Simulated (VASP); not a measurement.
OSZICAR of a VASP run on Zn16H:

File OSZICAR:
```
       N       E                     dE             d eps       ncg     rms          rms(c)
DAV:   1    -0.194059498143E+02   -0.19406E+02   -0.15791E-03  2788   0.200E+00    0.959E-02
DAV:   2    -0.194121652977E+02   -0.62155E-02   -0.14336E-02  2702   0.632E+00    0.217E-01
DAV:   3    -0.194039948472E+02    0.81705E-02   -0.60113E-03  2678   0.384E+00    0.537E-03
DAV:   4    -0.194040071527E+02   -0.12306E-04   -0.82330E-05  1677   0.493E-02    0.524E-03
DAV:   5    -0.194040080787E+02   -0.92595E-06   -0.61863E-06  1732   0.240E-02
   1 F= -.19404008E+02 E0= -.19402688E+02  d E =-.395955E-02
```

Q: Which electronic solver shows in the log?

A: It is blocked Davidson (ALGO = Normal, or the opening steps of other solvers). The INCAR had ALGO = Normal.

Q: Can the final energy be trusted as converged?

A: Self-consistency was reached. It stopped with EDIFF = 1E-6, NELM = 100 (PBE GGA, plane waves, VASP's PBE PAW potentials (set 64)).

The cell is a thin slab with vacuum, built from Zn (hcp): (001) face, H adsorbed.
